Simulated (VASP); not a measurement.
Here is the system:

```
CELL_PARAMETERS angstrom
      0.00000     2.67023     2.67023
      2.67023     0.00000     2.67023
      2.67023     2.67023     0.00000
ATOMIC_POSITIONS crystal
  Al 0.00000 0.00000 0.00000
  P  0.25000 0.25000 0.25000
```

These are PBE GGA, VASP's PBE PAW potentials (set 64) (plane waves; VASP 6.6.1) values and carry that method's errors. Settings: 480 eV cut-off, 8×8×8 Γ-centred mesh, Gaussian smearing of 0.050 eV, potentials Al P.

Question: Estimate the energy per atom (σ→0), pressure.

Answer: 
- energy per atom (σ→0): -5140 meV/atom
- pressure: 9.14 GPa

Only differences to runs with the same potentials and settings are physical.

The compound is AlP in the zinc blende structure. This cell was strained or had an atom moved on purpose.
